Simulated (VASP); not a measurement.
# Sr2SO and the effect of the share of exact exchange

```
Sr S O
1.0
     4.04324    0.00000    0.00000
     0.00000    4.04324    0.00000
     0.00000    0.00000    5.71800
Sr S O
2 1 1
Direct
  0.50000 0.50000 0.50000
  0.00000 0.00000 0.00000
  0.00000 0.00000 0.50000
  0.50000 0.50000 0.00000
```

The cell comes from a database or a generator and needn't be the stable form of this composition.

Kept alike: task single point; functional HSE(alpha, omega); k mesh 4 × 4 × 3; occupations fermi-dirac, width 0.05 eV; no spin polarisation. Program: VASP, PBE PAW files O, S, Sr_sv, 520 eV. Screening 0.2 Å⁻¹. The mesh is that of the run's cell of 4 atoms. No spin-orbit coupling.

| share of exact exchange, α | pressure (GPa) |
| --- | --- |
| 0.05 | -0.16 |
| 0.1 | -0.37 |
| 0.15 | -0.58 |
| 0.2 | -0.78 |
| 0.25 | ? |
| 0.3 | -1.19 |

Pressure is positive in compression; the values hold the error of the finite cutoff, so their zero can differ a little from the energy's minimum. All rows use potentials made for PBE. The mesh is thin for exact exchange.

**Question.** Fit the rows shown and predict the run at 0.25.

**Answer.** A least-squares line through the rows shown is pressure = -4.114 α + 0.042 (largest miss 0.005); at α = 0.25 it gives -0.99 GPa. The run gave: pressure -0.99 GPa.
